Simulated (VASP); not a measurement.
Output of a VASP run:

File OSZICAR:
```
       N       E                     dE             d eps       ncg     rms          rms(c)
DAV:   1     0.549317080014E+02    0.54932E+02   -0.29398E+03   464   0.773E+02
DAV:   2     0.378156923331E+01   -0.51150E+02   -0.49845E+02   656   0.121E+02
DAV:   3    -0.781683386247E+00   -0.45633E+01   -0.45632E+01   464   0.453E+01
DAV:   4    -0.842726668713E+00   -0.61043E-01   -0.61042E-01   864   0.636E+00
DAV:   5    -0.842736369303E+00   -0.97006E-05   -0.97005E-05   584   0.788E-02    0.129E-01
DAV:   6    -0.843115827282E+00   -0.37946E-03   -0.14816E-03   808   0.225E-01    0.880E-02
DAV:   7    -0.843959028664E+00   -0.84320E-03   -0.35119E-03   496   0.360E-01    0.368E-02
DAV:   8    -0.844064907297E+00   -0.10588E-03   -0.13554E-04   728   0.911E-02    0.433E-03
DAV:   9    -0.844066503264E+00   -0.15960E-05   -0.34528E-06   760   0.117E-02    0.284E-03
DAV:  10    -0.844065875679E+00    0.62759E-06   -0.90583E-07   648   0.571E-03
   1 F= -.84406588E+00 E0= -.84308778E+00  d E =-.844066E+00
       N       E                     dE             d eps       ncg     rms          rms(c)
DAV:   1    -0.846334910362E+00   -0.22684E-02   -0.45035E-02   464   0.137E+00    0.185E-01
DAV:   2    -0.844792124705E+00    0.15428E-02   -0.20895E-03   480   0.290E-01    0.853E-02
DAV:   3    -0.844298438537E+00    0.49369E-03   -0.18477E-03   544   0.258E-01    0.177E-02
DAV:   4    -0.844293526258E+00    0.49123E-05   -0.68657E-06   576   0.233E-02    0.813E-03
DAV:   5    -0.844291246812E+00    0.22794E-05   -0.18768E-06   640   0.980E-03    0.157E-03
DAV:   6    -0.844292030051E+00   -0.78324E-06   -0.86428E-08   352   0.277E-03
   2 F= -.84429203E+00 E0= -.84331722E+00  d E =-.226154E-03
       N       E                     dE             d eps       ncg     rms          rms(c)
DAV:   1    -0.862838827442E+00   -0.18548E-01   -0.40031E-01   464   0.408E+00    0.550E-01
DAV:   2    -0.849090277390E+00    0.13749E-01   -0.18513E-02   464   0.866E-01    0.254E-01
DAV:   3    -0.844676027807E+00    0.44142E-02   -0.16522E-02   504   0.773E-01    0.525E-02
DAV:   4    -0.844655595189E+00    0.20433E-04   -0.62435E-05   560   0.703E-02    0.244E-02
DAV:   5    -0.844648331342E+00    0.72638E-05   -0.17675E-05   600   0.298E-02    0.471E-03
DAV:   6    -0.844650398718E+00   -0.20674E-05   -0.82837E-07   400   0.839E-03    0.449E-04
DAV:   7    -0.844650480213E+00   -0.81496E-07   -0.74266E-08   320   0.234E-03
   3 F= -.84465048E+00 E0= -.84368762E+00  d E =-.584605E-03
```

### OUTCAR
```
------------------------ aborting loop because EDIFF is reached ----------------------------------------
  FORCE on cell =-STRESS in cart. coord.  units (eV):
  Direction    XX          YY          ZZ          XY          YZ          ZX
  --------------------------------------------------------------------------------------
  Total        0.0073434      0.0073434      0.0073434      0.0000000     -0.0000000      0.0000000
  in kB        0.1011934      0.1011934      0.1011934      0.0000000     -0.0000000      0.0000000
  external PRESSURE =       0.1011934 kB  Pullay stress =       0.0000000 kB
  volume of cell :      116.27
      direct lattice vectors                 reciprocal lattice vectors
    -3.074674535  3.074674535  3.074674535     0.000000000  0.162618838  0.162618838
     3.074674535 -3.074674535  3.074674535     0.162618838  0.000000000  0.162618838
     3.074674535  3.074674535 -3.074674535     0.162618838  0.162618838  0.000000000
 POSITION                                       TOTAL-FORCE (eV/Angst)
 -----------------------------------------------------------------------------------
      0.00000      0.00000      0.00000        -0.000000     -0.000000      0.000000
 -----------------------------------------------------------------------------------
    total drift:                               -0.000000     -0.000000     -0.000000
  FREE ENERGIE OF THE ION-ELECTRON SYSTEM (eV)
  ---------------------------------------------------
  free  energy   TOTEN  =        -0.8446504802 eV

  energy  without entropy=       -0.8417618889  energy(sigma->0) =       -0.84368762

 reached required accuracy - stopping structural energy minimisation
```
(Selected blocks of OUTCAR.)

### POSCAR
```
Cs
1
   -3.0500000000     3.0500000000     3.0500000000
    3.0500000000    -3.0500000000     3.0500000000
    3.0500000000     3.0500000000    -3.0500000000
Cs
1
Direct
  0.0000000000   0.0000000000   0.0000000000
```

Task: Reconstruct the remaining input files.

Result: This is not unique; one that fits is the input of the run itself, PBE GGA, plane waves, VASP's PBE PAW potentials (set 64).

File KPOINTS:
```
Automatic mesh
0
Gamma
8 8 8
0 0 0
```

**INCAR**
```
SYSTEM = Cs
PREC = Accurate
ENCUT = 520
EDIFF = 1E-6
NELM = 100
ALGO = Normal
LREAL = .FALSE.
LASPH = .TRUE.
ISMEAR = 1
SIGMA = 0.1
GGA = PE
LMAXMIX = 4
LWAVE = .FALSE.
LCHARG = .FALSE.
IBRION = 2
ISIF = 3
NSW = 60
EDIFFG = -0.01
```

POTCAR, in this order: Cs_sv (PBE.64 set). Program: vasp_std.

Energy and stress use the plane-wave basis of the starting cell.

The compound is Cs in the bcc structure. This run relaxes it. Symmetry was kept, so distortions that lower it aren't found.
